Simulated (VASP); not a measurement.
Method: vdW-DF-cx, VASP's PBE PAW potentials (set 64) (plane waves; VASP).

VASP input:

**KPOINTS**
```
Regular mesh
0
gamma
11 11 11
```

**INCAR**
```
LREAL = F   ! projection in real space or not
ISIF = 3   ! ions, shape and volume
EDIFFG = -0.01   ! ionic stop
GGA = CX
AGGAC = 0.0
NELM = 100   ! most electronic steps
PREC = Accurate
LWAVE = F
IBRION = 2
NSW = 60
ISMEAR = 1   ! Methfessel-Paxton
ENCUT = 520
EDIFF = 1E-6   ! SCF stop (eV)
LASPH = T   ! aspherical one-centre terms
SIGMA = 0.1   ! width (eV)
SYSTEM = Pb
LUSE_VDW = T
LCHARG = F
LMAXMIX = 4   ! l cut-off of mixed one-centre charges
ALGO = Normal   ! blocked Davidson
```

**POSCAR**
```
Pb
1.0
  0.0000000000   2.4750000000   2.4750000000
  2.4750000000   0.0000000000   2.4750000000
  2.4750000000   2.4750000000   0.0000000000
Pb
1
direct
  0.0000000000   0.0000000000   0.0000000000
```

POTCAR, in this order: Pb_d (PBE.64 set). Program: vasp_std.

Unless said otherwise, spin-orbit coupling is left out, though it shifts the bands of the heavy elements here.

Task: What does the run give for the energy per atom (σ→0), volume per atom, band gap (on the k-mesh)?

Result: 
The energy per atom (σ→0) comes out as -0.550 eV/atom. The band gap (on the k-mesh) comes out as none (metal, semimetal or under 0.01 eV) and the volume per atom is 30.04 Å³/atom.

OSZICAR:
```
...
   2 F= -.55026876E+00 E0= -.55026155E+00  d E =-.369186E-03
       N       E                     dE             d eps       ncg     rms          rms(c)
DAV:   1    -0.552493869954E+00   -0.22247E-02   -0.64570E-02  1442   0.574E+00    0.242E-01
DAV:   2    -0.550594138429E+00    0.18997E-02   -0.37941E-03  1412   0.136E+00    0.851E-02
DAV:   3    -0.550327969672E+00    0.26617E-03   -0.10888E-03  1592   0.697E-01    0.687E-03
DAV:   4    -0.550326913614E+00    0.10561E-05   -0.12335E-05  1280   0.414E-02    0.387E-03
DAV:   5    -0.550326491134E+00    0.42248E-06   -0.71415E-06  1271   0.239E-02
   3 F= -.55032649E+00 E0= -.55031706E+00  d E =-.426919E-03
```

The compound is Pb in the fcc structure. This run relaxes it. Symmetry was kept, so distortions that lower it aren't found.
